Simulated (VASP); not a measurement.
Crystal: Cd2SO.

```
O S Cd
1.0
     1.80209    1.04043    6.05716
    -1.80209    1.04043    6.05716
     0.00000   -2.08087    6.05716
O S Cd
1 1 2
Direct
  0.00000 0.00000 0.00000
  0.50000 0.50000 0.50000
  0.26053 0.26053 0.26053
  0.73947 0.73947 0.73947
```

The cell was built by a generator and needn't be a form met in nature.

The cell isn't the ideal one: uniaxial_z strain +3.6%.

Base run:

| Item | Value |
| --- | --- |
| Program | VASP 6.6.1 |
| Functional | r2SCAN |
| Potentials or basis | VASP PAW PBE potentials, release 64 (O, S, Cd) |
| Cutoff | 520 eV |
| k mesh | 8 × 8 × 8 |
| Occupations | fermi-dirac, width 0.02 eV |
| Spin | no spin polarisation |

Its results: band gap on the k mesh none (metal or under the smearing width); pressure -2.7 GPa; largest force 0.017 eV/Å.

Task: The run is repeated on the same cell with these changes: functional from r2SCAN to PBE; further incar settings from ALGO = Normal; EDIFF = 1e-07; NBANDS = 26 to ALGO = Normal; EDIFF = 1e-06; NBANDS = 26. What comes out?

Result: Band gap on the k mesh none (metal or under the smearing width); pressure 0.2 GPa; largest force 0.093 eV/Å.

Caveats: the PAW data sets were made with another functional, which shifts forces and pressure a little (some runs).

Not every run made on this cell is shown here.
